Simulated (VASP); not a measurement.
```
CELL_PARAMETERS angstrom
      0.00000     2.27291     2.27291
      2.27291     0.00000     2.27291
      2.27291     2.27291     0.00000
ATOMIC_POSITIONS crystal
  Ga 0.00000 0.00000 0.00000
  N  0.25000 0.25000 0.25000
```

These are PBE GGA with D4 dispersion, VASP's PBE PAW potentials (set 64) (plane waves; VASP) values and carry that method's errors. Numerical set-up: 520 eV cut-off, 10×10×10 Γ-centred mesh, Gaussian smearing of 0.050 eV, potentials Ga_d N.

Give the stress tensor in GPa (positive for a compressed cell).

```
-5.00   0.00   0.00
 0.00  -5.00   0.00
 0.00   0.00  -5.00
```
The pressure is its mean diagonal, -5.00 GPa.

The compound is GaN in the zinc blende structure, a metastable form; wurtzite is the usual one. This cell is one point of a volume scan, at 1.03 of the reference volume.
